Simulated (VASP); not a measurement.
VASP input:

**POSCAR**
```
Sr
1
    0.0590946557     2.9547327825     2.9547327825
    3.0138274382     0.0000000000     3.0138274382
    2.9547327825     2.9547327825     0.0590946557
Sr
1
Direct
  0.0000000000   0.0000000000   0.0000000000
```

INCAR:
```
ALGO = Normal
EDIFF = 1E-7
ENCUT = 480
GGA = PS
ISIF = 2
ISMEAR = 0
LASPH = .TRUE.
LCHARG = .FALSE.
LMAXMIX = 4
LREAL = .FALSE.
LWAVE = .FALSE.
NELM = 100
PREC = Accurate
SIGMA = 0.05
SYSTEM = Sr
```

File KPOINTS:
```
Regular mesh
0
gamma
8 8 8
```

POTCAR, in this order: Sr_sv (PBE.64 set). Program: vasp_std.

**Question.** Translate this PBEsol calculation to Ansatz.

**Answer.** One equivalent input (not run):
Ansatz 0.2 input:
```yaml
crystal:
  lattice:
    - [0.0590947, 2.9547328, 2.9547328]
    - [3.0138274, 0.0000000, 3.0138274]
    - [2.9547328, 2.9547328, 0.0590947]
  atoms:
    - { symbol: Sr, position: [0.0000000, 0.0000000, 0.0000000] }
kpoints:
  mp_grid: { grid: [8, 8, 8] }
hamiltonian:
  xc: pbesol
  pseudopotentials: { kind: paw }
scf:
  occupations: { method: gaussian, width: 0.05 }
  max_iter: 100
output: { forces: true, stress: true, eigenvalues: true }
```
What does not carry over: each code has its own PAW files, so the cut-off isn't converted (ENCUT is set for VASP's; basis.ecutwfc is left out, and Ansatz then takes the one that its files recommend); Ansatz stops its SCF on the density residual and VASP on the energy change (EDIFF).

The compound is Sr in the fcc structure. This cell was strained or had an atom moved on purpose.
